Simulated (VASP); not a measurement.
Calculation: PBE GGA with D4 dispersion, VASP's PBE PAW potentials (set 64) (plane waves; VASP).

A VASP calculation is set up with these files.

KPOINTS:
```
K-points
0
Gamma
8 8 8
0 0 0
```

### INCAR
```
SYSTEM=GdN
PREC=Accurate; ENCUT=520; LREAL=.FALSE.
LASPH=.TRUE.
EDIFF=1E-6; NELM=100; ALGO=Normal
LMAXMIX=6
ISMEAR=0; SIGMA=0.05
GGA=PE; IVDW=13
ISIF=2
LWAVE=.FALSE.; LCHARG=.FALSE.
```

**POSCAR**
```
GdN
1.0
  0.0000000000   2.4396240000   2.5632720000
  2.5408420000   0.0000000000   2.5632720000
  2.5408420000   2.4396240000   0.0000000000
Gd N
1 1
Cartesian
  0.0000000000   0.0000000000   0.0000000000
  2.5667992419   2.4396240000   2.5632720000
```

POTCAR, in this order: Gd_3 N (PBE.64 set). Program: vasp_std.

What VASP printed:

File OUTCAR:
```
 ion  position               nearest neighbor table
   1  0.000  0.000  0.000-   2 2.44   2 2.44   2 2.51   2 2.56   2 2.56   2 2.57
   2  0.495  0.505  0.505-   1 2.44   1 2.44   1 2.51   1 2.56   1 2.56   1 2.57
  LATTYP: Found a face centered orthorhombic cell.
 ALAT       =     4.8792480000
 B/A-ratio  =     1.0414891803
 C/A-ratio  =     1.0506832200
 Subroutine PRICEL returns:
 Original cell was already a primitive cell.
 Subroutine GETGRP returns: Found  4 space group operations
The static configuration has the point symmetry C_2v.
The dynamic configuration has the point symmetry C_2v.
 Subroutine INISYM returns: Found  4 space group operations
 Subroutine IBZKPT returns following result:
 Found     95 irreducible k-points:

 Following reciprocal coordinates:
            Coordinates               Weight
  0.000000  0.000000  0.000000      1.000000
  0.125000  0.000000 -0.000000      8.000000
  0.250000  0.000000 -0.000000      8.000000
  0.375000  0.000000 -0.000000      8.000000
  0.500000  0.000000 -0.000000      4.000000
  0.125000  0.125000  0.000000      2.000000
  0.250000  0.125000 -0.000000      8.000000
  0.375000  0.125000 -0.000000      8.000000
  0.500000  0.125000 -0.000000      8.000000
 -0.375000  0.125000  0.000000      8.000000
 -0.250000  0.125000  0.000000      8.000000
 -0.125000  0.125000  0.000000      4.000000
  0.250000  0.250000  0.000000      2.000000
  0.375000  0.250000 -0.000000      8.000000
  0.500000  0.250000 -0.000000      8.000000
 -0.375000  0.250000  0.000000      8.000000
 -0.250000  0.250000  0.000000      4.000000
  0.375000  0.375000  0.000000      2.000000
  0.500000  0.375000  0.000000      8.000000
 -0.375000  0.375000  0.000000      4.000000
  0.500000  0.500000  0.000000      1.000000
  0.125000  0.000000  0.125000      2.000000
  0.250000  0.000000  0.125000      8.000000
  0.375000  0.000000  0.125000      8.000000
  0.500000 -0.000000  0.125000      8.000000
 -0.375000  0.000000  0.125000      8.000000
 -0.250000  0.000000  0.125000      8.000000
 -0.125000  0.000000  0.125000      4.000000
  0.000000  0.125000  0.125000      2.000000
  0.250000  0.125000  0.125000      4.000000
  0.375000  0.125000  0.125000      8.000000
  0.500000  0.125000  0.125000      8.000000
 -0.375000  0.125000  0.125000      8.000000
 -0.250000  0.125000  0.125000      8.000000
 -0.125000  0.125000  0.125000      8.000000
  0.375000  0.250000  0.125000      4.000000
  0.500000  0.250000  0.125000      8.000000
 -0.375000  0.250000  0.125000      8.000000
 -0.250000  0.250000  0.125000      8.000000
 -0.125000  0.250000  0.125000      4.000000
   k-points           NKPTS =     95   k-points in BZ     NKDIM =     95   number of bands    NBANDS=     11
   number of dos      NEDOS =    301   number of ions     NIONS =      2
   total plane-waves  NPLWV =  21952
   dimension x,y,z NGX =    28 NGY =   28 NGZ =   28
   dimension x,y,z NGXF=    56 NGYF=   56 NGZF=   56
   ions per type =               1   1
   PREC   = accura    normal or accurate (medium, high low for compatibility)
   ISTART =      0    job   : 0-new  1-cont  2-samecut
   ICHARG =      2    charge: 1-file 2-atom 10-const
   ISPIN  =      1    spin polarized calculation?
   LNONCOLLINEAR =      F non collinear calculations
   LSORBIT =      F    spin-orbit coupling
   INIWAV =      1    electr: 0-lowe 1-rand  2-diag
   ENCUT  =  520.0 eV  38.22 Ry    6.18 a.u.   6.58  6.71  6.55*2*pi/ulx,y,z
   NELM   =    100;   NELMIN=  2; NELMDL= -5     # of ELM steps
   EDIFF  = 0.1E-05   stopping-criterion for ELM
   LREAL  =      F    real-space projection
...
```

OSZICAR:
```
       N       E                     dE             d eps       ncg     rms          rms(c)
DAV:   1     0.448711840170E+02    0.44871E+02   -0.68277E+03  2090   0.118E+03
DAV:   2    -0.152280357974E+02   -0.60099E+02   -0.55908E+02  2744   0.234E+02
DAV:   3    -0.184178562108E+02   -0.31898E+01   -0.31272E+01  2787   0.438E+01
DAV:   4    -0.184663306834E+02   -0.48474E-01   -0.48376E-01  2594   0.478E+00
DAV:   5    -0.184672835127E+02   -0.95283E-03   -0.95234E-03  2813   0.570E-01    0.257E+01
DAV:   6    -0.163411831523E+02    0.21261E+01   -0.19575E+01  2452   0.263E+01    0.238E+01
DAV:   7    -0.161265028178E+02    0.21468E+00   -0.15559E+00  2449   0.809E+00    0.165E+01
DAV:   8    -0.161272926298E+02   -0.78981E-03   -0.13438E-01  2422   0.390E+00    0.608E+00
DAV:   9    -0.161221811161E+02    0.51115E-02   -0.13563E-02  2553   0.105E+00    0.502E-01
DAV:  10    -0.161224738640E+02   -0.29275E-03   -0.73776E-04  2901   0.224E-01    0.422E-01
DAV:  11    -0.161224414627E+02    0.32401E-04   -0.21587E-04  2583   0.984E-02    0.166E-02
DAV:  12    -0.161224424207E+02   -0.95805E-06   -0.91776E-06  2705   0.279E-02
   1 F= -.16785518E+02 E0= -.16785489E+02  d E =-.588212E-04
```

OUTCAR:
```
------------------------ aborting loop because EDIFF is reached ----------------------------------------
  Edisp (eV):   -0.66308
  FORCE on cell =-STRESS in cart. coord.  units (eV):
  Direction    XX          YY          ZZ          XY          YZ          ZX
  --------------------------------------------------------------------------------------
  Total      -1.89709    -0.12860    -2.21604     0.00000     0.00000     0.00000
  in kB     -95.64759    -6.48369  -111.72839     0.00000     0.00000     0.00000
  external pressure =      -71.29 kB  Pullay stress =        0.00 kB
  volume of cell :       31.78
      direct lattice vectors                 reciprocal lattice vectors
     0.000000000  2.439624000  2.563272000    -0.196785160  0.204949615  0.195063185
     2.540842000  0.000000000  2.563272000     0.196785160 -0.204949615  0.195063185
     2.540842000  2.439624000  0.000000000     0.196785160  0.204949615 -0.195063185
 POSITION                                       TOTAL-FORCE (eV/Angst)
 -----------------------------------------------------------------------------------
      0.00000      0.00000      0.00000        -0.037098      0.000000      0.000000
      2.56680      2.43962      2.56327         0.037098      0.000000      0.000000
 -----------------------------------------------------------------------------------
    total drift:                                0.000082     -0.000000     -0.000000
  FREE ENERGIE OF THE ION-ELECTRON SYSTEM (eV)
  ---------------------------------------------------
  free  energy   TOTEN  =       -16.7855184520 eV

  energy  without entropy=      -16.7854596308  energy(sigma->0) =      -16.78548904
```
(Selected blocks of OUTCAR.)

The 4f electrons are frozen in the core of the lanthanide potential, so 4f levels, which can set the real gap, and their magnetism are missing.

The compound is GdN in the rock salt structure. The cell was not relaxed at this level, atoms are displaced from their ideal sites. The run is one of a series of settings (IVDW = 13 against the base run), some of them coarse on purpose.
